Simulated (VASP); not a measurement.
Here is the system:

```xyz
2
Lattice="0.0000 2.1472 2.1472 2.1472 0.0000 2.1472 2.1472 2.1472 0.0000" Properties=species:S:1:pos:R:3 pbc="T T T"
B      0.0000     0.0000     0.0000
P      2.1472     2.1472     2.1472
```

These are PBEsol GGA, VASP's PBE PAW potentials (set 64) (plane waves; VASP) values and carry that method's errors. Settings: 520 eV cut-off, 16×16×16 Γ-centred mesh, tetrahedra with Blöchl corrections, potentials B P.

**Question.** What does the run give for the energy per atom (σ→0), band gap (on the k-mesh) with the smallest direct gap where there is one?

**Answer.** 
- band gap (on the k-mesh): none (metal, semimetal or under 0.01 eV)
- energy per atom (σ→0): -5.852 eV/atom

Only differences to runs with the same potentials and settings are physical.

The structure was generated: BP was put into the rock salt type (Fm-3m), which need not be its known phase. It was relaxed first, which changed the volume by +13 %.
